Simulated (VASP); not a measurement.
ZnS:

```
Zn S
1.0
     0.00000    2.70200    2.70200
     2.70200    0.00000    2.70200
     2.70200    2.70200    0.00000
Zn S
1 1
Direct
  0.25000 0.25000 0.25000
  0.00000 0.00000 0.00000
```

- Program: VASP 6.6.1
- Task: relaxation of cell and atoms
- Functional: PBE
- Potentials or basis: VASP PAW PBE potentials, release 64 (Zn, S)
- Cutoff: 520 eV
- k mesh: 6 × 6 × 6
- Occupations: gaussian, width 0.02 eV
- Spin: no spin polarisation

At the start: pressure 1.8 GPa; volume 19.73 Å³/atom.

Task: How do energy, volume and symmetry change on relaxing?

Result: Over 3 steps the energy falls by 2.6 meV/atom and the volume is 20.21 Å³/atom (+2.4 %); space group F-43m (No. 216, to 0.05 Å).

Step by step:
```csv
step,energy change (eV),largest force (eV/Å),pressure (GPa),volume (Å³)
1,0.0000,0.0000,1.77,39.45
2,-0.0047,0.0000,-0.49,40.71
3,-0.0052,0.0000,0.00,40.42
```

Final structure:
```
CELL_PARAMETERS angstrom
0.00000 2.72380 2.72380
2.72380 0.00000 2.72380
2.72380 2.72380 0.00000
ATOMIC_POSITIONS crystal
Zn 0.25000 0.25000 0.25000
S 0.00000 0.00000 0.00000
```
